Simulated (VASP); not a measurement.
Input of a VASP 6.6.1 run:

INCAR

```
SYSTEM = ZrZn
ALGO = Normal
EDIFF = 1E-7
ENCUT = 520
GGA = CA
ISIF = 2
ISMEAR = -1
LASPH = .True.
LCHARG = .False.
LREAL = .False.
LWAVE = .False.
NBANDS = 19
NELM = 100
PREC = Accurate
SIGMA = 0.15
```

The input KPOINTS:

```
k-points
0
Gamma
  12 12 12
  0 0 0
```

Contents of POSCAR:

```
ZrZn
1.0
    3.2608278691      0.0000000000      0.0000000000
    0.0000000000      3.2608278691      0.0000000000
    0.0000000000      0.0000000000      3.2608278691
Zr Zn
1 1
Direct
    0.5000000000      0.5000000000      0.5000000000
    0.0000000000      0.0000000000      0.0000000000
```

Potentials or basis: VASP PAW LDA potentials, release 64 (Zr_sv, Zn).

Command:

```console
$ cat potpaw_LDA.64/Zr_sv/POTCAR potpaw_LDA.64/Zn/POTCAR > POTCAR
$ mpirun -np 1 vasp_std > vasp.out
```

Question: Estimate the pressure.

Answer: 0.4 GPa.

Question: Estimate the band gap on the k mesh.

Answer: None (metal or under the smearing width).
